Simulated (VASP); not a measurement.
Input:

```
NbSi
1.0
    3.57500     0.00000     0.00000
    0.00000     3.57500     0.00000
    0.00000     0.00000     3.57500
Nb Si
1 1
Cartesian
  0.00000   0.00000   0.00000
  1.78750   1.78750   1.78750
```

The numbers are results of PBEsol GGA, VASP's PBE PAW potentials (set 64) (plane waves; VASP), not measurements. Run with 400 eV cut-off, 9×9×9 Γ-centred mesh, first-order Methfessel-Paxton smearing of 0.10 eV, potentials Nb_sv Si.

Energy and stress use the plane-wave basis of the starting cell.

**Question.** The ions, cell shape and volume are relaxed. What does this cell relax into?

**Answer.** 
```
NbSi
1.0
    3.12542     0.00000     0.00000
    0.00000     3.12542     0.00000
    0.00000     0.00000     3.12542
Nb Si
1 1
Direct
  0.00000   0.00000   0.00000
  0.50000   0.50000   0.50000
```
Space group Pm-3m (221), at a tolerance of 0.03 Å.

**Question.** How do energy and volume change from the first to the last step?

**Answer.** The energy (σ→0) changes by -1055.1 meV/atom and the volume by -33.2 %, in 7 ionic steps.

The structure was generated: NbSi was put into the CsCl type type (Pm-3m), which need not be its known phase. This run relaxes it. Symmetry was kept, so distortions that lower it aren't found. The electron count is odd and the run is not spin-polarised, which forces a metal.
